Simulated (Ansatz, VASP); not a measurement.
# WSe2 in two plane-wave programs

Aim: how closely do two programs agree when they are given the same cell, functional and k mesh? The cell is taken from a series of VASP runs on this material, whose earlier steps may have relaxed, scaled or displaced it; both programs get it as it stands.

Method: plane waves, with VASP 6.6.1 beside it; relaxation of cell and atoms at PBEsol and relaxation of cell and atoms at PBEsol with D3(BJ), in Ansatz 0.2.0.

## Step 1: Set-up

The structure is hexagonal, space group P6_3/mmc (No. 194). Conventional cell: a = 3.268 Å, b = 3.268 Å, c = 13.214 Å, α = 90.00°, β = 90.00°, γ = 120.00°. W has 6 Se at 2.52 Å nearest. Nearest to Se lie 3 W at 2.52 Å. Farther neighbours and most contacts between anions are not listed.

## Step 2: VASP: relaxation of cell and atoms, PBEsol

The relaxed volume is the usual yardstick between codes: its relative difference is about their pressure difference at one cell divided by the bulk modulus.

Lines of VASP's logs that name or quote its potential files are left out, and so is its time.

File INCAR:

```
SYSTEM = WSe2
PREC = Accurate
ENCUT = 500
EDIFF = 1E-07
NELM = 100
ISMEAR = 0
SIGMA = 0.03
LREAL = .FALSE.
ALGO = Normal
GGA = PS
NBANDS = 24
LASPH = .TRUE.
LORBIT = 11
LWAVE = .FALSE.
LCHARG = .FALSE.
KPAR = 8
IBRION = 2
NSW = 50
ISIF = 3
EDIFFG = -0.002
```

File POSCAR:

```
WSe2
1.0
    3.2684422191      0.0000000000      0.0000000000
   -1.6342211096      2.8305539926      0.0000000000
    0.0000000000      0.0000000000     13.2140826434
W Se
2 4
Direct
    0.6666666667      0.3333333333      0.7500000000
    0.3333333333      0.6666666667      0.2500000000
    0.6666666667      0.3333333333      0.3767079258
    0.3333333333      0.6666666667      0.8767079258
    0.6666666667      0.3333333333      0.1232920742
    0.3333333333      0.6666666667      0.6232920742
```

File KPOINTS:

```
Automatic mesh
0
Gamma
9 9 2
0 0 0
```

The projector-augmented-wave data sets are W and Se (PBE family, release 64).

The run is started by

```console
$ mpirun -np 8 vasp_std
```

Numbers of over 12 decimals in the logs are rounded to 6 here.

The program printed:

```text
[banner, memory and clock lines left out]
running    8 mpi-ranks, on    1 nodes
 distrk:  each k-point on    1 cores,    8 groups
 distr:  one band on    1 cores,    1 groups

 POSCAR found type information on POSCAR W Se
 POSCAR found :  2 types and       6 ions
|                                                                             |
|           W    W    AA    RRRRR   N    N  II  N    N   GGGG   !!!           |
|           W    W   A  A   R    R  NN   N  II  NN   N  G    G  !!!           |
|           W    W  A    A  R    R  N N  N  II  N N  N  G       !!!           |
|           W WW W  AAAAAA  RRRRR   N  N N  II  N  N N  G  GGG   !            |
|           WW  WW  A    A  R   R   N   NN  II  N   NN  G    G                |
|           W    W  A    A  R    R  N    N  II  N    N   GGGG   !!!           |
|                                                                             |
|     For optimal performance we recommend to set                             |
|       NCORE = 2 up to number-of-cores-per-socket                            |
|     NCORE specifies how many cores store one orbital (NPAR=cpu/NCORE).      |
|     This setting can greatly improve the performance of VASP for DFT.       |
|     The default, NCORE=1 might be grossly inefficient on modern             |
|     multi-core architectures or massively parallel machines. Do your        |
|     Unfortunately you need to use the default for GW and RPA                |
|     calculations (for HF NCORE is supported but not extensively tested      |
|     yet).                                                                   |
|                                                                             |

|                                                                             |
|               ----> ADVICE to this user running VASP <----                  |
|                                                                             |
|     You enforced a specific xc type in the INCAR file but a different       |
|     [... a line on the potential file left out ...]
|     I HOPE YOU KNOW WHAT YOU ARE DOING!                                     |
|                                                                             |

 LDA part: xc-table for (Slater+PW92), standard interpolation
 POSCAR, INCAR and KPOINTS ok, starting setup
 FFT: planning ... GRIDC
 FFT: planning ... GRID_SOFT
 FFT: planning ... GRID
 WAVECAR not read
 entering main loop
       N       E                     dE             d eps       ncg     rms          rms(c)
DAV:   1     0.179396483369E+03    0.17940E+03   -0.15402E+04  1152   0.127E+03
DAV:   2    -0.338569139118E+02   -0.21325E+03   -0.20423E+03  1568   0.263E+02
DAV:   3    -0.484175653692E+02   -0.14561E+02   -0.14446E+02  1536   0.669E+01
DAV:   4    -0.486986922816E+02   -0.28113E+00   -0.28024E+00  1544   0.991E+00
DAV:   5    -0.487051907421E+02   -0.64985E-02   -0.64962E-02  1592   0.126E+00    0.328E+01
DAV:   6    -0.471302016966E+02    0.15750E+01   -0.72118E+00  1720   0.128E+01    0.131E+01
DAV:   7    -0.468643605471E+02    0.26584E+00   -0.39868E+00  1544   0.101E+01    0.777E+00
DAV:   8    -0.466820171842E+02    0.18234E+00   -0.60091E-01  1576   0.464E+00    0.665E-01
DAV:   9    -0.466807295856E+02    0.12876E-02   -0.59424E-02  1600   0.128E+00    0.423E-01
DAV:  10    -0.466799401705E+02    0.78942E-03   -0.57839E-03  1520   0.431E-01    0.229E-01
DAV:  11    -0.466799148270E+02    0.25344E-04   -0.87534E-04  1448   0.153E-01    0.147E-01
DAV:  12    -0.466798993270E+02    0.15500E-04   -0.28440E-04  1616   0.972E-02    0.396E-02
DAV:  13    -0.466799018208E+02   -0.24938E-05   -0.20321E-05  1568   0.253E-02    0.880E-03
DAV:  14    -0.466799018156E+02    0.52009E-08   -0.15699E-06  1632   0.693E-03    0.453E-03
DAV:  15    -0.466799018665E+02   -0.50899E-07   -0.12538E-07  1064   0.216E-03
   1 F= -.46679902E+02 E0= -.46679902E+02  d E =-.466799E+02
 curvature:   0.00 expect dE= 0.000E+00 dE for cont linesearch  0.000E+00
 trial: gam= 0.00000 g(F)=  0.777E-06 g(S)=  0.199E-05 ort = 0.000E+00 (trialstep = 0.100E+01)
 search vector abs. value=  0.277E-05
 bond charge predicted
       N       E                     dE             d eps       ncg     rms          rms(c)
DAV:   1    -0.466799035865E+02   -0.17709E-05   -0.13553E-04  1272   0.630E-02    0.212E-02
DAV:   2    -0.466799015338E+02    0.20527E-05   -0.55433E-06  1328   0.125E-02    0.136E-02
DAV:   3    -0.466799012408E+02    0.29302E-06   -0.33932E-06  1368   0.796E-03    0.196E-03
DAV:   4    -0.466799012643E+02   -0.23524E-07   -0.80933E-08   872   0.158E-03
   2 F= -.46679901E+02 E0= -.46679901E+02  d E =0.602199E-06
 trial-energy change:    0.000001  1 .order    0.000001   -0.000003    0.000006
 step:   0.4788(harm=  0.3278)  dis= 0.00005  next Energy=   -46.679903 (dE=-0.756E-06)
 bond charge predicted
       N       E                     dE             d eps       ncg     rms          rms(c)
DAV:   1    -0.466799040028E+02   -0.27620E-05   -0.36541E-05  1272   0.328E-02    0.108E-02
DAV:   2    -0.466799033258E+02    0.67702E-06   -0.14998E-06  1312   0.659E-03    0.719E-03
DAV:   3    -0.466799027385E+02    0.58734E-06   -0.82775E-07  1320   0.404E-03    0.865E-04
DAV:   4    -0.466799027240E+02    0.14479E-07   -0.19985E-08   744   0.809E-04
   3 F= -.46679903E+02 E0= -.46679903E+02  d E =-.857462E-06
 curvature:  -0.16 expect dE=-0.146E-06 dE for cont linesearch -0.976E-07
 trial: gam= 0.00000 g(F)=  0.788E-07 g(S)=  0.858E-06 ort =-0.132E-05 (trialstep = 0.896E+00)
 search vector abs. value=  0.937E-06
 reached required accuracy - stopping structural energy minimisation
```

OUTCAR, selected parts (step 2):

```text
ion  position               nearest neighbor table
   1  0.667  0.333  0.750-   4 2.52   6 2.52   4 2.52   6 2.52   4 2.52   6 2.52
   2  0.333  0.667  0.250-   3 2.52   5 2.52   3 2.52   5 2.52   3 2.52   5 2.52
   3  0.667  0.333  0.377-   2 2.52   2 2.52   2 2.52
   4  0.333  0.667  0.877-   1 2.52   1 2.52   1 2.52
   5  0.667  0.333  0.123-   2 2.52   2 2.52   2 2.52
   6  0.333  0.667  0.623-   1 2.52   1 2.52   1 2.52

  LATTYP: Found a hexagonal cell.
 ALAT       =     3.2684422191
 C/A-ratio  =     4.0429298600

 Subroutine GETGRP returns: Found 24 space group operations
 (whereof 12 operations were pure point group operations)

The static configuration has the point symmetry D_3d.
 The point group associated with its full space group is D_6h.

 Found     24 irreducible k-points:

   k-points           NKPTS =     24   k-points in BZ     NKDIM =     24   number of bands    NBANDS=     24

   dimension x,y,z NGX =    24 NGY =   24 NGZ =   96
   dimension x,y,z NGXF=    48 NGYF=   48 NGZF=  192

   ENCUT  =  500.0 eV  36.75 Ry    6.06 a.u.   5.96  5.96 24.09*2*pi/ulx,y,z

   NELECT =      36.0000    total number of electrons

 k-points in reciprocal lattice and weights: Automatic mesh
   0.00000000  0.00000000  0.00000000       0.006
   0.11111111  0.00000000  0.00000000       0.037
   0.22222222  0.00000000  0.00000000       0.037
   0.33333333 -0.00000000  0.00000000       0.037
   0.44444444  0.00000000  0.00000000       0.037
   0.11111111  0.11111111  0.00000000       0.037
   0.22222222  0.11111111  0.00000000       0.074
   0.33333333  0.11111111  0.00000000       0.074
   0.44444444  0.11111111  0.00000000       0.037
[...]
0.33333333  0.22222222  0.50000000       0.074
   0.33333333  0.33333333  0.50000000       0.012

 average (electrostatic) potential at core
       1 -40.5209       2 -40.5209       3 -53.2525       4 -53.2525       5 -53.2525
       6 -53.2525

 E-fermi :   5.1405

 k-point     1 :       0.0000    0.0000    0.0000
  band No.  band energies     occupation
    ...
     14       3.6462      2.00000
     15       3.6462      2.00000
     16       3.8531      2.00000
     17       3.9192      2.00000
     18       5.0123      2.00000
     19       7.8416      0.00000
     20       7.8416      0.00000
     21       7.8832      0.00000
     22       7.8832      0.00000
     23       7.9614      0.00000
    ...

 k-point     2 :       0.1111    0.0000    0.0000
  band No.  band energies     occupation
    ...
     14       3.3410      2.00000
     15       3.5066      2.00000
     16       3.9620      2.00000
     17       4.1696      2.00000
     18       4.7469      2.00000
     19       7.2667      0.00000
     20       7.4808      0.00000
     21       7.6022      0.00000
     22       7.6093      0.00000
     23       7.7007      0.00000
    ...

 k-point     3 :       0.2222    0.0000    0.0000
  band No.  band energies     occupation
    ...
     14       3.0953      2.00000
     15       3.1486      2.00000
     16       3.7147      2.00000
     17       3.8379      2.00000
     18       4.0160      2.00000
     19       6.4390      0.00000
     20       7.2566      0.00000
     21       7.3191      0.00000
     22       7.3435      0.00000
     23       7.4700      0.00000
    ...

  Total        0.0030456      0.0030456      0.0093900     -0.0000000      0.0000000      0.0000000
  in kB        0.0399190      0.0399190      0.1230751     -0.0000000      0.0000000      0.0000000
  external PRESSURE =       0.0676377 kB  Pullay stress =       0.0000000 kB

  energy-cutoff  :      500.00
  volume of cell :      122.24
      direct lattice vectors                 reciprocal lattice vectors
     3.268321321  0.000000000 -0.000000000     0.305967468  0.176650400 -0.000000000
    -1.634160660  2.830449292  0.000000000    -0.000000000  0.353300800  0.000000000
     0.000000000  0.000000000 13.213678796     0.000000000 -0.000000000  0.075679152

 POSITION                                       TOTAL-FORCE (eV/Angst)
 -----------------------------------------------------------------------------------
      1.63416      0.94348      9.91026        -0.000000      0.000000     -0.000000
     -0.00000      1.88697      3.30342         0.000000      0.000000     -0.000000
      1.63416      0.94348      4.97765        -0.000000     -0.000000      0.000639
     -0.00000      1.88697     11.58449         0.000000     -0.000000      0.000639
      1.63416      0.94348      1.62919         0.000000      0.000000     -0.000639
     -0.00000      1.88697      8.23603        -0.000000     -0.000000     -0.000639
 -----------------------------------------------------------------------------------
    total drift:                               -0.000000      0.000000     -0.000000

  FREE ENERGIE OF THE ION-ELECTRON SYSTEM (eV)
  ---------------------------------------------------
  free  energy   TOTEN  =       -46.6799027240 eV

  energy  without entropy=      -46.6799027240  energy(sigma->0) =      -46.67990272

 reached required accuracy - stopping structural energy minimisation

 total charge
# of ion       s       p       d       tot
------------------------------------------
    1        0.539   0.633   4.238   5.411
    2        0.539   0.633   4.238   5.411
    3        1.477   2.345   0.072   3.894
    4        1.477   2.345   0.072   3.894
    5        1.477   2.345   0.072   3.894
    6        1.477   2.345   0.072   3.894
--------------------------------------------------
tot          6.984  10.647   8.766  26.397

[... 3 further parts left out ...]
```

This run has no spin polarisation, so a moment on W, if there is one, isn't seen. The data set W keeps the semicore shell frozen, which is cheaper and a little less accurate. The run keeps the 24 symmetry operations of its start, so it cannot find a distortion of lower symmetry.

## Step 3: Ansatz: relaxation of cell and atoms, PBEsol

Ansatz runs on its default PAW (the set named soft_2) files.

The same cell, functional, mesh and smearing now go to Ansatz, which takes its cutoff from its data sets.

File input.yaml:

```yaml
crystal:
  lattice:
    - [3.2684422191, 0.0, 0.0]
    - [-1.6342211096, 2.8305539926, 0.0]
    - [0.0, 0.0, 13.2140826434]
  atoms:
    - { symbol: W, position: [0.6666666667, 0.3333333333, 0.75] }
    - { symbol: W, position: [0.3333333333, 0.6666666667, 0.25] }
    - { symbol: Se, position: [0.6666666667, 0.3333333333, 0.3767079258] }
    - { symbol: Se, position: [0.3333333333, 0.6666666667, 0.8767079258] }
    - { symbol: Se, position: [0.6666666667, 0.3333333333, 0.1232920742] }
    - { symbol: Se, position: [0.3333333333, 0.6666666667, 0.6232920742] }
hamiltonian:
  xc: pbesol
  pseudopotentials: { kind: paw }
kpoints:
  mp_grid: { grid: [9, 9, 2] }
scf:
  occupations: { method: gaussian, width: 0.03 }
relax:
  f_tol: 0.01
  max_steps: 60
  cell: { stress_tol: 0.05 }
output:
  forces: true
  stress: true
```

The run is started by

```console
$ ansatz run input.yaml --threads 4 --pin off --max-ram 9216MiB --backend cpu --events-out ev --progress --plain --runs-dir out
```

The program printed:

```text
Engine: ansatz 0.2.0, aarch64-unknown-linux-gnu
Pseudopotentials: kind: paw
Pseudopotential: W, paw, valence charge 14, recommended cutoff 420 eV (normal), W.paw.azcp
Pseudopotential: Se, paw, valence charge 16, recommended cutoff 420 eV (normal), Se.paw.azcp
Functional definition: PBEsol
  exchange = pbesol_x
  correlation = pbesol_c
Crystal: 6 atoms, lattice volume = 122.250 Å³
Basis set: ecut = 420 eV, 2457 PW (Γ), exchange–correlation on 48×48×180 points (8 copies of the dense FFT grid, shifted against one another)
Bands: 56, of which v1, the nominal top of the filled ones, is band 46 counted from 1 (45 counted from 0)
Symmetry: 24 space group operations
Space group: P63/mmc (ITA 194), of the structure as read, at distance tolerance 5.0e-5 Å
k-points: 24 of 162
Non-local potential: W, projectors of the file, l = 0: 3, l = 1: 2, l = 2: 2, l = 3: 1
Non-local potential: Se, projectors of the file, l = 0: 2, l = 1: 2, l = 2: 3, l = 3: 1
PAW form: soft (Blöchl's): semilocal exchange-correlation on the pseudo side does not see the compensation charge
PAW frozen core: W, regenerated for the run's functional, and the local potential with it (the file was generated under x = pbe(κ = 0.804, μ = 0.219515), c = pbe(β = 0.066725))
PAW frozen core: Se, regenerated for the run's functional, and the local potential with it (the file was generated under x = pbe(κ = 0.804, μ = 0.219515), c = pbe(β = 0.066725))
PAW one-centre angular grid: W, 590 points (default); XC on 64 Gauss nodes
PAW one-centre angular grid: Se, 590 points (default); XC on 64 Gauss nodes
Initial density: superposition of atomic densities (neutral atoms: chi_scale 0, normalization atom), corrected by the library's trained network
Initial wavefunctions: pseudopotential atomic-orbital guess
Functional: x = pbesol(κ = 0.804, μ = 0.123457), c = pbesol(β = 0.046)
SCF iter   1: F=—  HF=-42213.528721 eV  |F-HF|=—  |Δ(HF+E_count)|=         —  Δρ=4.97e-3  dr2=2.17e-2  ethr=1.77e-3  ⟨swp⟩=6.3  Hψ=4815  notcnv=0
preconditioner: auto → Resta (q_TF=auto, 2.602 Å⁻¹)  ε∞=6.0  [insulator: Δε(μ)=1.134 eV  Ē_g=9.027 eV  σ=0.030 eV  W_gap=1.00  n_scr=40 (ndim 8)  ℏωp=20.2 eV  f_vac=0.060  D(μ)=0.00/eV (n_scr^D=0)  ε∞_Penn≈6.0]
SCF iter   2: F=—  HF=-42213.531153 eV  |F-HF|=—  |Δ(HF+E_count)|=   2.43e-3  Δρ=2.71e-3  dr2=3.17e-3  ethr=2.36e-5  ⟨swp⟩=2.5  Hψ=2404  notcnv=0  defer=60
SCF iter   3: F=—  HF=-42213.532819 eV  |F-HF|=—  |Δ(HF+E_count)|=   1.67e-3  Δρ=1.41e-3  dr2=8.94e-4  ethr=3.44e-6  ⟨swp⟩=2.2  Hψ=1462  notcnv=0  defer=60
SCF iter   4: F=—  HF=-42213.533562 eV  |F-HF|=—  |Δ(HF+E_count)|=   7.42e-4  Δρ=1.06e-4  dr2=2.77e-5  ethr=9.72e-7  ⟨swp⟩=2.0  Hψ=1708  notcnv=0  defer=60
SCF iter   5: F=—  HF=-42213.533568 eV  |F-HF|=—  |Δ(HF+E_count)|=   6.16e-6  Δρ=3.74e-5  dr2=2.70e-6  ethr=3.02e-8  ⟨swp⟩=2.0  Hψ=1659  notcnv=0  defer=60
SCF iter   6: F=—  HF=-42213.533570 eV  |F-HF|=—  |Δ(HF+E_count)|=   2.32e-6  Δρ=1.39e-5  dr2=3.30e-7  ethr=2.94e-9  ⟨swp⟩=2.0  Hψ=2340  notcnv=0  defer=60
SCF iter   7: F=-42213.533571 eV  HF=-42213.533571 eV  |F-HF|=1.76e-8  |Δ(HF+E_count)|=   3.64e-7  Δρ=3.74e-6  dr2=2.35e-8  ethr=1.09e-10  ⟨swp⟩=4.9  Hψ=4814  notcnv=0
SCF 1 converged in 7 iterations: F = -42213.533571 eV  dr2 = 2.35e-8
  greatest PAW one-centre occupation: 1.000 electrons in one spin orbital (limit 2), on the Se atom at site 4 (counted from 0), in its partial waves of l = 2
relax step   1: F+E_penalty+E_count = -42213.53357052 eV  Δ(F+E_penalty+E_count) = +0.000e0 eV  max|allowed force component| = 1.494e-2 eV/Å  Δτ_max = 0.0000 Å  P = +0.216 GPa  Ω = 122.250 Å³  (7 SCF iters, dr2 threshold 1.00e-7 eV, accepted)
[...]
relax step   2: F+E_penalty+E_count = -42213.53304988 eV  Δ(F+E_penalty+E_count) = +5.206e-4 eV  max|allowed force component| = 3.107e-3 eV/Å  Δτ_max = 0.0039 Å  P = -0.259 GPa  Ω = 122.987 Å³  energy of the carried Pulay correction = -1.397e-4 eV  (6 SCF iters, dr2 threshold 1.47e-7 eV, rejected (line search))
[...]
relax step   3: F+E_penalty+E_count = -42213.53367188 eV  Δ(F+E_penalty+E_count) = -1.014e-4 eV  max|allowed force component| = 3.691e-3 eV/Å  Δτ_max = 0.0015 Å  P = +0.018 GPa  Ω = 122.537 Å³  energy of the carried Pulay correction = -5.448e-5 eV  (8 SCF iters, accepted)
[...]
relax step   4: F+E_penalty+E_count = -42213.53372658 eV  Δ(F+E_penalty+E_count) = -5.471e-5 eV  max|allowed force component| = 3.690e-3 eV/Å  Δτ_max = 0.0000 Å  P = +0.017 GPa  Ω = 122.537 Å³  stress off target by 4.01e-2 GPa  SCF on the basis re-selected at this cell (its energy is not comparable with the rows above)  (5 SCF iters)
basis re-selected at this cell: Δ(F+E_penalty+E_count) = -5.471e-5 eV, ΔP = -0.000 GPa vs the last step (what re-selecting the basis moved, of the pressure what is left beyond the Pulay correction that the steps carried, after the strain that the cell walked since its last selection, with what the two solves' SCF thresholds leave and, on support functions, any second-order correction that the steps lacked; it is no m [...]
SCF converged after 5 iterations
Free energy (F): -42213.533727 eV
Harris-Foulkes:  -42213.533727 eV  (|F-HF|=1.46e-11)
Internal energy: -42213.533727 eV  (E = F + TS)
E sigma→0 (E₀):  -42213.533727 eV
Fermi energy:    13.143543 eV
--- Per-component energies (eV) ---
  E_band       = -1710.490771
  E_kinetic    = 1380.153454
  E_local      = -11757.611217  (includes V_loc(G=0)·N_el)
  E_nonlocal   = -2362.004599
  E_hartree    = 5643.600738
  E_xc         = -946.290587
  E_vxc        = -872.996974  (∫ρ·V_xc dr)
  E_paw        = -24344.674418  (= ΣΔE_a)
  E_vpaw       = 614.769347  (= ΣTr[D̂ρ^β])
  E_aug_tail   = -0.002571  (compensation charges beyond the density's cutoff)
  E_ewald      = -9831.181913
  E_core_change = 4.477386  (= ΣΔE_core)
  E_smearing   = -0.000000  (= −TS)
  E_closure    = -0.000000  (closes the sum)
  Σ components = -42213.533727   (vs F -42213.533727, Δ=0.00e0)
--- Forces (eV/Å), atoms counted from 1 ---
  atom   1  W      0.00000000    -0.00000000    -0.00000000
  atom   2  W     -0.00000000     0.00000000     0.00000000
  atom   3  Se     0.00000000     0.00000000     0.00369005
  atom   4  Se    -0.00000000     0.00000000     0.00369005
  atom   5  Se     0.00000000     0.00000000    -0.00369005
  atom   6  Se    -0.00000000     0.00000000    -0.00369005
  max |Σ_I F_I| component: 1.62e-17 eV/Å
--- Stress (GPa, compression-positive) ---
        0.006177       0.000000      -0.000000
        0.000000       0.006177       0.000000
       -0.000000       0.000000       0.040073
  P = ⅓ Tr σ = 0.0175 GPa (0.175 kbar)
--- Relaxed structure (3 steps of the walk, 2 accepted, 1 SCFs on fresh bases) ---
  F+E_penalty+E_count = -42213.53372658 eV   max|allowed force component| = 3.690e-3 eV/Å   (the final SCF, on the basis selected at the relaxed cell)
  cell:  # Å, volume = 122.5372 Å³
    - [3.271184, 2.889174074335918e-11, 0]
    - [-1.635592, 2.832929, 0]
    - [0, 0, 13.222918]
  atoms:
    - { symbol: W, position: [0.666667, 0.333333, 0.750000] }
    - { symbol: W, position: [0.333333, 0.666667, 0.25] }
    - { symbol: Se, position: [0.666667, 0.333333, 0.376596] }
    - { symbol: Se, position: [0.333333, 0.666667, 0.876596] }
    - { symbol: Se, position: [0.666667, 0.333333, 0.123404] }
    - { symbol: Se, position: [0.333333, 0.666667, 0.623404] }
```

Wall time 13 s (4 threads of Arm Neoverse N1, shared host); peak memory 0.53 GiB.

[end of part 1 of 2]

[Lines on the potential files, build, host, timing and source positions are cut from VASP's logs without a mark.]

[Logs are printed without paths, hosts, clocks, repeated set-up lines and the standing remarks that a program may print on its own settings, such as how far it seeks lower states.]

[Hosts, paths, dates, database ids (printed as entryN), source tags and the programs' standing remarks are cut or masked in the printed files.]
